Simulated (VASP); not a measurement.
# LiMg12 (a cell with a defect) in VASP: notebook, part 2 of 2

VASP 6.6.1.

### Step 3. Single point, PBEsol

INCAR

```
SYSTEM = LiMg12
PREC     = Accurate       ! precision mode
ENCUT    = 520            ! plane-wave cutoff, eV
EDIFF    = 1E-6           ! SCF threshold, eV
ISMEAR   = -1             ! smearing method
SIGMA    = 0.15           ! smearing width, eV
LREAL    = .False.        ! projectors in reciprocal space
LASPH    = .True.         ! aspherical terms in the spheres
NELM     = 100            ! most SCF steps
ALGO     = Normal         ! electronic algorithm
ISIF     = 2              ! what is computed and relaxed
LWAVE    = .False.        ! write WAVECAR
LCHARG   = .False.        ! write CHGCAR
GGA      = PS             ! functional
NBANDS   = 26             ! bands
```

KPOINTS

```
Automatic mesh
0
Gamma
  2 2 2
  0 0 0
```

POSCAR

```
LiMg12
1.0
    6.4200000000      0.0000000000      0.0000000000
   -4.8150000000      8.3398250000      0.0000000000
    0.0000000000      0.0000000000      5.2130400000
Mg Li
12 1
Direct
   -0.0177115064     -0.0227222993      0.0636480825
    0.3088221769      0.3638085931      0.3815048417
   -0.0205887605      0.2885192435     -0.0513328116
    0.1095306247      0.5403710510      0.5605174716
    0.0162933393      0.6497618355      0.0414537391
    0.1909535968      0.8968893232      0.5023364486
    0.5254890543     -0.0179979796      0.0234987646
    0.6855749140      0.2468517025      0.4340845265
    0.4177234210      0.2493217783     -0.0658540890
    0.7417861721      0.6137418951      0.5380353882
    0.4893204448      0.6215238329      0.0012276906
    0.5730661396      0.8107963896      0.5209244510
    0.0167808245      0.0923640484      0.6125984071
```

Potentials or basis: VASP PAW PBE potentials, release 64 (Mg, Li_sv).

On the command line:

```console
cat potpaw_PBE.64/Mg/POTCAR potpaw_PBE.64/Li_sv/POTCAR > POTCAR
mpirun -np 1 vasp_std > vasp.out
```

OUTCAR:

```text
SYSTEM = LiMg12
   PREC = Accurate
   ENCUT = 520
   EDIFF = 1E-6
   ISMEAR = -1
   LREAL = .False.
   LASPH = .True.
   NELM = 100
   ISIF = 2
   GGA = PS

 ion  position               nearest neighbor table
   1  0.982  0.977  0.064-  13 2.56   9 2.79   6 2.94   7 2.96  13 3.04   3 3.07   5 3.27  12 3.31
                            11 3.32   6 3.46   7 3.47   2 3.63  12 3.64
   2  0.309  0.364  0.382-  13 2.63  10 2.74   4 2.75   9 2.81  11 2.93   3 2.93   8 3.15   9 3.28
                             3 3.49   8 3.58   1 3.63
   3  0.979  0.289  0.949-  13 2.67   2 2.93   4 2.94   7 2.96   9 3.02   8 3.06   1 3.07   8 3.19
                            11 3.25   5 3.40   9 3.43   2 3.49
   4  0.110  0.540  0.561-   2 2.75  10 2.78  12 2.82   8 2.85   5 2.90   3 2.94   5 3.07  11 3.15
                             6 3.22  11 3.63
   5  0.016  0.650  0.041-   4 2.90  10 3.05   4 3.07  10 3.08   6 3.17  11 3.19   7 3.24  11 3.26
                             1 3.27   3 3.40   6 3.49
   6  0.191  0.897  0.502-  13 2.69  10 2.81   1 2.94  12 2.96   7 3.12   5 3.17   4 3.22   8 3.30
[... 438 lines left out ...]

------------------------ aborting loop because EDIFF is reached ----------------------------------------

  FORCE on cell =-STRESS in cart. coord.  units (eV):
  Direction    XX          YY          ZZ          XY          YZ          ZX
  --------------------------------------------------------------------------------------
  -------------------------------------------------------------------------------------
  Total        4.5977742      5.4184108      9.5153405      0.2810509      0.1197068     -0.4979336
  in kB       26.3921762     31.1028002     54.6200249      1.6132903      0.6871418     -2.8582418
  external PRESSURE =      37.3716671 kB  Pullay stress =       0.0000000 kB

 VOLUME and BASIS-vectors are now :
 -----------------------------------------------------------------------------
  energy-cutoff  :      520.00
  volume of cell :      279.11
      direct lattice vectors                 reciprocal lattice vectors
     6.420000000  0.000000000  0.000000000     0.155763240  0.089929945  0.000000000
    -4.815000000  8.339825000  0.000000000     0.000000000  0.119906593  0.000000000
     0.000000000  0.000000000  5.213040000     0.000000000  0.000000000  0.191826650

 POSITION                                       TOTAL-FORCE (eV/Angst)
 -----------------------------------------------------------------------------------
      1.60070      8.15033      0.33180        -0.032397     -0.799462      0.488646
      0.23090      3.03410      1.98880         0.049472     -0.516278      0.320966
      4.89860      2.40620      4.94544        -0.341596      0.442282      0.069840
     -1.89870      4.50660      2.92200         0.179708      0.250528     -0.099023
     -3.02400      5.41890      0.21610        -0.046745     -0.050036      0.172546
     -3.09260      7.47990      2.61870         0.321789      0.270844      0.373333
     -1.35470      8.18972      0.12250        -0.240363     -0.363217     -0.292540
      3.21280      2.05870      2.26290        -0.130735     -0.372192      0.107197
      1.48130      2.07930      4.86974         0.728233      0.741629     -0.606071
      1.80710      5.11850      2.80480         0.470359     -0.624913      0.041359
      0.14880      5.18340      0.00640        -0.145566      0.015734      0.211849
     -0.22490      6.76190      2.71560        -0.335232      1.106612     -0.188433
     -0.33700      0.77030      3.19350        -0.476926     -0.101531     -0.599669
 -----------------------------------------------------------------------------------
    total drift:                               -0.000290     -0.000112     -0.000214

  FREE ENERGIE OF THE ION-ELECTRON SYSTEM (eV)
  ---------------------------------------------------
  free  energy   TOTEN  =       -20.5729163961 eV

  energy  without entropy=      -20.2278813198  energy(sigma->0) =      -20.40039886
```

Wall time 40 s (1 thread of Intel Xeon 6975P-C (Granite Rapids), shared host); peak memory 0.35 GiB.

What came out:

```yaml
Free_energy: -20.5729 eV
Largest_force: 1.203 eV/Å
Band_gap_on_the_k_mesh: none (metal or under the smearing width)
```

Forces in eV/Å, atoms in the order of the input:
```
Mg  -0.032 -0.799  0.489
Mg   0.049 -0.516  0.321
Mg  -0.342  0.442  0.070
Mg   0.180  0.251 -0.099
Mg  -0.047 -0.050  0.173
Mg   0.322  0.271  0.373
Mg  -0.240 -0.363 -0.293
Mg  -0.131 -0.372  0.107
Mg   0.728  0.742 -0.606
Mg   0.470 -0.625  0.041
Mg  -0.146  0.016  0.212
Mg  -0.335  1.107 -0.188
Li  -0.477 -0.102 -0.600
```

Caveat: the k mesh is coarse (spacing up to 0.60 Å⁻¹), so the values aren't converged; the cutoff is under 1.25 times the usual one of these potentials, so pressure, stress and relaxed cells hold a basis-set (Pulay) error; the PAW data sets were made with another functional, which shifts forces and pressure a little.

### Step 4. Single point, PBEsol

INCAR

```
PREC = Accurate
ENCUT = 520
EDIFF = 1E-6
ISMEAR = -1
SIGMA = 0.15
LREAL = False
LASPH = True
NELM = 100
ALGO = Normal
ISIF = 2
LWAVE = False
LCHARG = False
GGA = PS
NBANDS = 26
```

KPOINTS

```
regular mesh
0
Gamma
  2 2 2
```

POSCAR

```
LiMg12
1.0
    6.4200000000      0.0000000000      0.0000000000
   -4.8150000000      8.3398250000      0.0000000000
    0.0000000000      0.0000000000      5.2130400000
Mg Li
12 1
Direct
   -0.0394296344     -0.0528428354      0.0601376548
    0.3142645541      0.3793724688      0.3774189341
   -0.0260885556      0.2666482810     -0.0816222396
    0.1114793611      0.5466661471      0.6066325983
   -0.0211894967      0.6634191964      0.0416072004
    0.1999317901      0.9243119610      0.5367501496
    0.4923559463     -0.0587902024     -0.0348932677
    0.6608704964      0.2537463316      0.4164364747
    0.4489606388      0.2559765942     -0.0400534045
    0.7481049820      0.6087297995      0.5831146510
    0.5227952195      0.6086698462      0.0481868545
    0.6111048074      0.8390224015      0.4736583644
    0.0065269720      0.1131678423      0.4818685450
```

On the command line:

```console
cat potpaw_PBE.64/Mg/POTCAR potpaw_PBE.64/Li_sv/POTCAR > POTCAR
mpirun -np 1 vasp_std > vasp.out
```

It took 42 s on 1 thread of Intel Xeon 6975P-C (Granite Rapids), shared host; peak memory 0.36 GiB.

It converged, with:

```
Free energy            : -19.8827 eV
Largest force          : 1.740 eV/Å
Band gap on the k mesh : none (metal or under the smearing width)
```

Forces in eV/Å, atoms in the order of the input:
```
Mg   0.142  0.292 -0.827
Mg  -0.063 -0.424  0.759
Mg  -0.170  0.017  0.360
Mg   0.747  0.536 -0.327
Mg   1.305 -0.395  1.081
Mg   0.161 -0.224 -0.156
Mg  -0.097  0.225  0.365
Mg   0.546 -0.194  0.532
Mg  -0.097  0.066 -1.209
Mg  -0.378 -0.138 -0.553
Mg  -1.221  0.538 -0.683
Mg  -0.493 -0.189  0.308
Li  -0.382 -0.109  0.351
```

Levels at points of the mesh, in eV from the Fermi level:
```csv
k point,band 9,band 10,band 11,band 12,band 13,band 14,band 15,band 16,band 17,band 18
"(0.00, 0.00, 0.00)",-1.63,-1.32,-0.36,-0.13,0.23,0.36,0.58,0.82,1.23,1.53
"(0.50, 0.00, 0.00)",-0.63,-0.62,-0.48,-0.36,-0.16,0.03,0.10,0.35,0.59,0.99
"(0.00, 0.50, 0.00)",-2.01,-1.29,-1.10,-0.90,-0.47,-0.28,0.09,1.70,1.73,1.93
"(0.50, 0.50, 0.00)",-0.68,-0.60,-0.24,0.47,0.56,0.72,0.80,0.87,1.10,1.22
"(0.00, 0.00, 0.50)",-1.94,-1.82,-1.72,-1.03,-0.87,-0.65,-0.54,1.07,1.23,1.28
"(0.50, 0.00, 0.50)",-3.37,-1.08,-0.89,-0.63,-0.39,0.58,0.75,0.86,0.97,2.22
"(0.00, 0.50, 0.50)",-1.82,-1.25,-1.18,-1.06,-0.97,-0.68,-0.58,-0.42,-0.14,1.00
"(0.50, 0.50, 0.50)",-2.78,-2.07,-2.01,-1.78,-1.66,1.83,2.03,2.29,2.32,2.63
```

Caveat: the k mesh is coarse (spacing up to 0.60 Å⁻¹), so the values aren't converged; the cutoff is under 1.25 times the usual one of these potentials, so pressure, stress and relaxed cells hold a basis-set (Pulay) error; the PAW data sets were made with another functional, which shifts forces and pressure a little.
